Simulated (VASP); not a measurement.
Data:

```
CELL_PARAMETERS angstrom
      3.84703     0.00000     0.00000
      0.00000     3.84703     0.00000
      0.00000     0.00000     3.84703
ATOMIC_POSITIONS crystal
  Sr 0.00000 0.00000 0.00000
  V  0.50000 0.50000 0.50000
  O  0.50000 0.00000 0.50000
  O  0.00000 0.50000 0.50000
  O  0.50000 0.50000 0.00000
```

Level of theory: TPSS meta-GGA, VASP's PBE PAW potentials (set 64) (plane waves; VASP). Run with 520 eV cut-off, 8×8×8 Γ-centred mesh, first-order Methfessel-Paxton smearing of 0.10 eV, potentials Sr_sv V_sv O.

### Question
Predict the energy per atom (σ→0), band gap (on the k-mesh) with the smallest direct gap where there is one.

### Answer

The band gap (on the k-mesh) is none (metal, semimetal or under 0.01 eV). The energy per atom (σ→0) is -12.431 eV/atom.

Total energies compare only between runs with the same potentials, cut-off and functional.

The compound is SrVO3 in the cubic perovskite structure. It was relaxed first. The run is not spin-polarised, so no magnetic state was tried. The electron count is odd and the run is not spin-polarised, which forces a metal.
